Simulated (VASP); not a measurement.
Level of theory: PBE GGA, VASP's PBE PAW potentials (set 64) (plane waves; VASP 6.6.1).

VASP input:

**INCAR**
```
SYSTEM=Be
PREC=Accurate; ENCUT=300; LREAL=.False.
LASPH=.True.
EDIFF=1E-6; NELM=100; ALGO=Normal
ISMEAR=-1; SIGMA=0.03
GGA=PE
ISIF=2
LWAVE=.False.; LCHARG=.False.
```

### KPOINTS
```
Automatic mesh
0
Gamma
18 18 10
0 0 0
```

POSCAR:
```
Be
2.264780
  1.0000000000   0.0000000000   0.0000000000
 -0.5000000000   0.8660253976   0.0000000000
  0.0000000000   0.0000000000   1.5781223783
Be
2
Cart
 -0.0000005000   0.5773505537   1.1835917837
  0.5000005000   0.2886748439   0.3945305946
```

POTCAR, in this order: Be (PBE.64 set). Program: vasp_std.

Output

OSZICAR:
```
       N       E                     dE             d eps       ncg     rms          rms(c)
DAV:   1    -0.504968420236E+01   -0.50497E+01   -0.13012E+03  2856   0.352E+02
DAV:   2    -0.758056837169E+01   -0.25309E+01   -0.23914E+01  3978   0.375E+01
DAV:   3    -0.759177615320E+01   -0.11208E-01   -0.11164E-01  3378   0.257E+00
DAV:   4    -0.759178327954E+01   -0.71263E-05   -0.71259E-05  3942   0.617E-02
DAV:   5    -0.759178328298E+01   -0.34355E-08   -0.39938E-08  3312   0.654E-04    0.120E+00
DAV:   6    -0.754568176567E+01    0.46102E-01   -0.58398E-03  3000   0.101E+00    0.732E-01
DAV:   7    -0.752714533328E+01    0.18536E-01   -0.63939E-03  3060   0.105E+00    0.271E-02
DAV:   8    -0.752712563308E+01    0.19700E-04   -0.11268E-05  3828   0.363E-02    0.924E-03
DAV:   9    -0.752712476598E+01    0.86709E-06   -0.25163E-06  3258   0.184E-02
   1 F= -.75271248E+01 E0= -.75267755E+01  d E =-.698516E-03
```

### OUTCAR
```
------------------------ aborting loop because EDIFF is reached ----------------------------------------
  FORCE on cell =-STRESS in cart. coord.  units (eV):
  Direction    XX          YY          ZZ          XY          YZ          ZX
  --------------------------------------------------------------------------------------
  Total       -0.0501015     -0.0501015      0.0082546      0.0000000      0.0000000      0.0000000
  in kB       -5.0560532     -5.0560532      0.8330240      0.0000000      0.0000000      0.0000000
  external PRESSURE =      -3.0930275 kB  Pullay stress =       0.0000000 kB
  volume of cell :       15.88
      direct lattice vectors                 reciprocal lattice vectors
     2.264780000  0.000000000  0.000000000     0.441543991  0.254925544  0.000000000
    -1.132390000  1.961357000  0.000000000     0.000000000  0.509851088  0.000000000
     0.000000000  0.000000000  3.574100000     0.000000000  0.000000000  0.279790717
 POSITION                                       TOTAL-FORCE (eV/Angst)
 -----------------------------------------------------------------------------------
     -0.00000      1.30757      2.68058        -0.000000      0.000000      0.000000
      1.13239      0.65379      0.89353         0.000000     -0.000000      0.000000
 -----------------------------------------------------------------------------------
    total drift:                                0.000001     -0.000000      0.000003
  FREE ENERGIE OF THE ION-ELECTRON SYSTEM (eV)
  ---------------------------------------------------
  free  energy   TOTEN  =        -7.5271247660 eV

  energy  without entropy=       -7.5264262503  energy(sigma->0) =       -7.52677551
```
(Selected blocks of OUTCAR.)

At this cut-off the stress carries a Pulay error, which pulls relaxed volumes low.

The structure comes from a computed database's Be entry; how it stands against other phases isn't given here. The cell was not relaxed at this level. The run is one of a series of settings (SIGMA = 0.03, KPOINTS 18×18×10 Γ-centred mesh against the base run), some of them coarse on purpose.
